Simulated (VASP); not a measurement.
Computed with PBE GGA, VASP's PBE PAW potentials (set 64) (plane waves; VASP).

The input files of a VASP run:

POSCAR:
```
PbF2
1
    0.0000000000     2.9700000000     2.9700000000
    2.9700000000     0.0000000000     2.9700000000
    2.9700000000     2.9700000000     0.0000000000
Pb F
1 2
Direct
  0.0000000000   0.0000000000   0.0000000000
  0.2500000000   0.2500000000   0.2500000000
  0.7500000000   0.7500000000   0.7500000000
```

**KPOINTS**
```
Automatic
0
G
 6 6 6
0 0 0
```

### INCAR
```
SYSTEM  =  PbF2
PREC  =  Accurate; ENCUT  =  520; LREAL  =  .FALSE.
LASPH  =  .TRUE.
EDIFF  =  1E-6; NELM  =  100; ALGO  =  Normal
LMAXMIX  =  4
ISMEAR  =  0; SIGMA  =  0.05
GGA  =  PE
ISIF  =  2
LWAVE  =  .FALSE.; LCHARG  =  .FALSE.
```

POTCAR, in this order: Pb_d F (PBE.64 set). Program: vasp_std.

What will the output report for the number of irreducible k-points (NKPTS), number of bands (NBANDS), largest plane-wave count, number of space-group operations, FFT grid (NGX, NGY, NGZ)?

```
Property                                       Value
--------------------------------------  ------------
number of irreducible k-points (NKPTS)            16
number of bands (NBANDS)                          18
largest plane-wave count                        1420
number of space-group operations                  48
FFT grid (NGX, NGY, NGZ)                32 × 32 × 32
```

The compound is PbF2 in the fluorite structure, the β form. The cell was not relaxed at this level.
